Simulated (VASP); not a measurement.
Calculation: LDA (Ceperley-Alder, Perdew-Zunger), VASP's LDA PAW potentials (set 64) (plane waves; VASP).

VASP ran on this input.

### INCAR
```
# general
SYSTEM =TaNi3
PREC   =Accurate
ENCUT  =300
LREAL  =F
LASPH  =T

# electronic loop
EDIFF  =1E-6
NELM   =100
ALGO   =Normal
LMAXMIX=6

# smearing
ISMEAR =0
SIGMA  =0.05

# spin
ISPIN  =2
MAGMOM =2.0 2.0 2.0 0.0

# ions
ISIF   =2

# output
LWAVE  =F
LCHARG =F
LORBIT =11
```

File POSCAR:
```
TaNi3
4.524580
 -0.4008106830   0.4008106830   0.8238333724
  0.4008106830  -0.4008106830   0.8238333724
  0.4008106830   0.4008106830  -0.8238333724
Ni Ta
3 1
Cart
 -0.0000000000   0.4008106830   0.4119166862
  0.4008106830   0.0000000000   0.4119166862
  0.0000000000   0.0000000000   0.8238333724
  0.0000000000   0.0000000000   0.0000000000
```

### KPOINTS
```
Automatic
0
gamma
 7 7 7
```

POTCAR, in this order: Ni Ta_pv (LDA.64 set). Program: vasp_std.

The run wrote:

OUTCAR:
```
 ion  position               nearest neighbor table
   1  0.750  0.250  0.500-   2 2.56   2 2.56   2 2.56   2 2.56   4 2.60   3 2.60   4 2.60   4 2.60
                             3 2.60   3 2.60   4 2.60   3 2.60
   2  0.250  0.750  0.500-   1 2.56   1 2.56   1 2.56   1 2.56   4 2.60   3 2.60   4 2.60   3 2.60
                             4 2.60   4 2.60   3 2.60   3 2.60
   3  0.500  0.500  0.000-   4 2.56   4 2.56   4 2.56   4 2.56   2 2.60   1 2.60   2 2.60   1 2.60
                             2 2.60   2 2.60   1 2.60   1 2.60
   4  0.000  0.000  0.000-   3 2.56   3 2.56   3 2.56   3 2.56   2 2.60   1 2.60   2 2.60   2 2.60
                             1 2.60   1 2.60   2 2.60   1 2.60
  LATTYP: Found a body centered tetragonal cell.
 ALAT       =     3.6270000000
 C/A-ratio  =     2.0554177006
 Subroutine PRICEL returns:
 Original cell was already a primitive cell.
 Subroutine GETGRP returns: Found 16 space group operations
The static configuration has the point symmetry D_4h.
The dynamic configuration has the point symmetry D_4h.
The overall configuration has the point symmetry D_4h.
 Subroutine INISYM returns: Found 16 space group operations
 Subroutine IBZKPT returns following result:
 Found     40 irreducible k-points:

 Following reciprocal coordinates:
            Coordinates               Weight
  0.000000  0.000000  0.000000      1.000000
...
```

### OSZICAR
```
       N       E                     dE             d eps       ncg     rms          rms(c)
DAV:   1     0.223932249235E+03    0.22393E+03   -0.13679E+04  4384   0.132E+03
DAV:   2    -0.232527653968E+02   -0.24719E+03   -0.23974E+03  4392   0.336E+02
DAV:   3    -0.366607544128E+02   -0.13408E+02   -0.12730E+02  4771   0.907E+01
DAV:   4    -0.370836398185E+02   -0.42289E+00   -0.41898E+00  4625   0.155E+01
DAV:   5    -0.370945502450E+02   -0.10910E-01   -0.10908E-01  5212   0.236E+00    0.285E+01
DAV:   6    -0.436554342512E+02   -0.65609E+01   -0.65539E+01  4731   0.121E+02    0.268E+01
DAV:   7    -0.342031995435E+02    0.94522E+01   -0.27762E+01  5260   0.708E+01    0.722E+00
DAV:   8    -0.345215327736E+02   -0.31833E+00   -0.31607E+00  6508   0.292E+01    0.798E+00
DAV:   9    -0.342360887894E+02    0.28544E+00   -0.40917E+00  5819   0.306E+01    0.441E+00
DAV:  10    -0.341127326351E+02    0.12336E+00   -0.45859E-01  6057   0.114E+01    0.992E-01
DAV:  11    -0.341109965542E+02    0.17361E-02   -0.34002E-02  5185   0.172E+00    0.449E-01
DAV:  12    -0.341099634066E+02    0.10331E-02   -0.25325E-03  5648   0.617E-01    0.214E-01
DAV:  13    -0.341099522235E+02    0.11183E-04   -0.29231E-04  4976   0.156E-01    0.112E-01
DAV:  14    -0.341099117128E+02    0.40511E-04   -0.52116E-05  5521   0.935E-02    0.513E-02
DAV:  15    -0.341099065348E+02    0.51780E-05   -0.12780E-05  6533   0.354E-02    0.276E-02
DAV:  16    -0.341099030670E+02    0.34677E-05   -0.40769E-06  4818   0.242E-02    0.796E-03
DAV:  17    -0.341099026854E+02    0.38161E-06   -0.18635E-06  2444   0.152E-02
   1 F= -.34109903E+02 E0= -.34108675E+02  d E =-.245598E-02  mag=    -0.0001
```

**OUTCAR**
```
------------------------ aborting loop because EDIFF is reached ----------------------------------------
  FORCE on cell =-STRESS in cart. coord.  units (eV):
  Direction    XX          YY          ZZ          XY          YZ          ZX
  --------------------------------------------------------------------------------------
  Total       -4.2207265     -4.2207265     -3.9852986      0.0000000      0.0000000      0.0000000
  in kB     -137.9065943   -137.9065943   -130.2143002      0.0000000      0.0000000      0.0000000
  external PRESSURE =    -135.3424963 kB  Pullay stress =       0.0000000 kB
  volume of cell :       49.04
      direct lattice vectors                 reciprocal lattice vectors
    -1.813500000  1.813500000  3.727500000     0.000000000  0.275709953  0.134138162
     1.813500000 -1.813500000  3.727500000     0.275709953  0.000000000  0.134138162
     1.813500000  1.813500000 -3.727500000     0.275709953  0.275709953  0.000000000
 POSITION                                       TOTAL-FORCE (eV/Angst)
 -----------------------------------------------------------------------------------
     -0.00000      1.81350      1.86375         0.000000      0.000000      0.000000
      1.81350     -0.00000      1.86375        -0.000000     -0.000000      0.000000
      0.00000      0.00000      3.72750        -0.000000     -0.000000     -0.000000
      0.00000      0.00000      0.00000        -0.000000     -0.000000     -0.000000
 -----------------------------------------------------------------------------------
    total drift:                                0.000000      0.000000      0.000000
  FREE ENERGIE OF THE ION-ELECTRON SYSTEM (eV)
  ---------------------------------------------------
  free  energy   TOTEN  =       -34.1099026854 eV

  energy  without entropy=      -34.1074467080  energy(sigma->0) =      -34.10867470

 total charge

# of ion       s       p       d       tot
------------------------------------------
    1        0.521   0.540   8.356   9.417
    2        0.521   0.540   8.356   9.417
    3        0.543   0.517   8.382   9.441
    4        0.390   6.203   2.296   8.889
--------------------------------------------------
tot          1.974   7.800  27.391  37.165

 magnetization (x)

# of ion       s       p       d       tot
------------------------------------------
    1       -0.000  -0.000  -0.000  -0.000
    2       -0.000  -0.000  -0.000  -0.000
    3       -0.000  -0.000  -0.000  -0.000
    4        0.000   0.000   0.000   0.000
--------------------------------------------------
tot         -0.000   0.000  -0.000  -0.000
```
(Selected blocks of OUTCAR.)

At this cut-off the stress carries a Pulay error, which pulls relaxed volumes low.

The structure comes from a measured TaNi3 entry of the Crystallography Open Database, whose conditions weren't checked. The cell was not relaxed at this level. The k-mesh is coarse (spacing up to 0.35 per Å, 2π included), so the numbers may not be converged in it. The run is one of a series of settings (GGA removed, POTCAR Ni Ta_pv (LDA.64 set) against the base run), some of them coarse on purpose.
